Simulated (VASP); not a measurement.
A convergence study with VASP on AlN (wurtzite): one setting is varied, all else stays as given below, so the limit is that of these other settings. Each run relaxes cell and ions from the cell shown.

```
AlN
1.0
    1.55500    -2.69334     0.00000
    1.55500     2.69334     0.00000
    0.00000     0.00000     4.98000
Al N
2 2
Direct
  0.66667   0.33333   0.50000
  0.33333   0.66667   0.00000
  0.66667   0.33333   0.88200
  0.33333   0.66667   0.38200
```

Calculation: PBEsol GGA, VASP's PBE PAW potentials (set 64) (plane waves; VASP). The tightest run used: 700 eV cut-off, 12×12×7 Γ-centred mesh, Gaussian smearing of 0.050 eV, potentials Al N.

The settings run are 2×2×1 mesh; 3×3×2 mesh; 4×4×2 mesh; 5×5×3 mesh; 6×6×3 mesh; 8×8×4 mesh; 9×9×5 mesh; 10×10×6 mesh; 11×11×6 mesh; 12×12×7 mesh. From which on does the relaxed volume stay within 0.05 Å³/atom of the tightest run?

From 3×3×2 mesh on: it is off by 0.008 there and by no more than 0.05 in any finer run, while 2×2×1 mesh is off by 0.104.
```json
[
 {"setting": "2×2×1 mesh", "relaxed volume (Å³/atom)": "10.349", "E (eV/atom)": "-7.6099", "irreducible k-points": "2", "difference judged (Å³/atom)": "0.104"},
 {"setting": "3×3×2 mesh", "relaxed volume (Å³/atom)": "10.446", "E (eV/atom)": "-7.7836", "irreducible k-points": "6", "difference judged (Å³/atom)": "0.008"},
 {"setting": "4×4×2 mesh", "relaxed volume (Å³/atom)": "10.448", "E (eV/atom)": "-7.8224", "irreducible k-points": "8", "difference judged (Å³/atom)": "0.005"},
 {"setting": "5×5×3 mesh", "relaxed volume (Å³/atom)": "10.453", "E (eV/atom)": "-7.8285", "irreducible k-points": "10", "difference judged (Å³/atom)": "0.000"},
 {"setting": "6×6×3 mesh", "relaxed volume (Å³/atom)": "10.453", "E (eV/atom)": "-7.8298", "irreducible k-points": "14", "difference judged (Å³/atom)": "0.000"},
 {"setting": "8×8×4 mesh", "relaxed volume (Å³/atom)": "10.453", "E (eV/atom)": "-7.8306", "irreducible k-points": "30", "difference judged (Å³/atom)": "0.000"},
 {"setting": "9×9×5 mesh", "relaxed volume (Å³/atom)": "10.453", "E (eV/atom)": "-7.8306", "irreducible k-points": "36", "difference judged (Å³/atom)": "0.000"},
 {"setting": "10×10×6 mesh", "relaxed volume (Å³/atom)": "10.453", "E (eV/atom)": "-7.8306", "irreducible k-points": "56", "difference judged (Å³/atom)": "0.000"},
 {"setting": "11×11×6 mesh", "relaxed volume (Å³/atom)": "10.453", "E (eV/atom)": "-7.8306", "irreducible k-points": "64", "difference judged (Å³/atom)": "0.000"},
 {"setting": "12×12×7 mesh", "relaxed volume (Å³/atom)": "10.453", "E (eV/atom)": "-7.8306", "irreducible k-points": "76", "difference judged (Å³/atom)": "0.000"}
]
```

Left out are rungs that failed or repeat a setting and relaxations that didn't move; long series are thinned to 24 rows.

The compound is AlN in the wurtzite structure.
